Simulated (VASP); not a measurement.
Input of a VASP 6.6.1 run:

INCAR

```
SYSTEM = PtSe2
PREC = Accurate
ENCUT = 520
EDIFF = 1E-7
ISMEAR = -1
SIGMA = 0.05
LREAL = Auto
LASPH = .TRUE.
NELM = 100
ALGO = Fast
ISIF = 2
LWAVE = .FALSE.
LCHARG = .FALSE.
GGA = PE
IVDW = 12
NBANDS = 81
```

File KPOINTS:

```
Automatic mesh
0
G
  6 6 4
  0 0 0
```

POSCAR

```
PtSe2
1.0
    5.6674847987      3.2721238742      0.0000000000
   -5.6674847987      3.2721238742      0.0000000000
    0.0000000000      0.0000000000      9.8349752499
Pt Se
6 12
Direct
    1.0000000000      1.0000000000      1.0000000000
    1.0000000000      1.0000000000      0.5000000000
    0.3333333333      0.6666666667      1.0000000000
    0.3333333333      0.6666666667      0.5000000000
    0.6666666667      0.3333333333      1.0000000000
    0.6666666667      0.3333333333      0.5000000000
    0.3333333333      0.3333333333      0.1304590381
    0.3333333333      0.0000000000      0.3695409619
    0.3333333333      0.3333333333      0.6304590381
    0.3333333333      0.0000000000      0.8695409619
    0.6666666667      1.0000000000      0.1304590381
    0.6666666667      0.6666666667      0.3695409619
    0.6666666667      1.0000000000      0.6304590381
    0.6666666667      0.6666666667      0.8695409619
    0.0000000000      0.6666666667      0.1304590381
    0.0000000000      0.3333333333      0.3695409619
    0.0000000000      0.6666666667      0.6304590381
    0.0000000000      0.3333333333      0.8695409619
```

Potentials or basis: VASP PAW PBE potentials, release 64 (Pt, Se).

Run with:

```bash
$ cat potpaw_PBE.64/Pt/POTCAR potpaw_PBE.64/Se/POTCAR > POTCAR
$ mpirun -np 1 vasp_std > vasp.out
```

Estimate the largest force.

0.005 eV/Å.

Predict the band gap on the k mesh.

none (metal or under the smearing width).

Predict the pressure.

-1.2 GPa.

What does it give for the dispersion energy per atom?

-0.478 eV.

Forces in eV/Å, atoms in the order of the input:
```
Pt   0.000  0.000  0.000
Pt   0.000  0.000  0.000
Pt   0.000  0.000  0.000
Pt   0.000  0.000  0.000
Pt   0.000  0.000  0.000
Pt   0.000  0.000  0.000
Se   0.000  0.000  0.005
Se   0.000  0.000 -0.005
Se   0.000  0.000  0.005
Se   0.000  0.000 -0.005
Se   0.000  0.000  0.005
Se   0.000  0.000 -0.005
Se   0.000  0.000  0.005
Se   0.000  0.000 -0.005
Se   0.000  0.000  0.005
Se   0.000  0.000 -0.005
Se   0.000  0.000  0.005
Se   0.000  0.000 -0.005
```

Caveat: pairwise dispersion overbinds metals, which lowers pressure and volume. The run has no spin-orbit coupling, so splittings on Pt are missing.
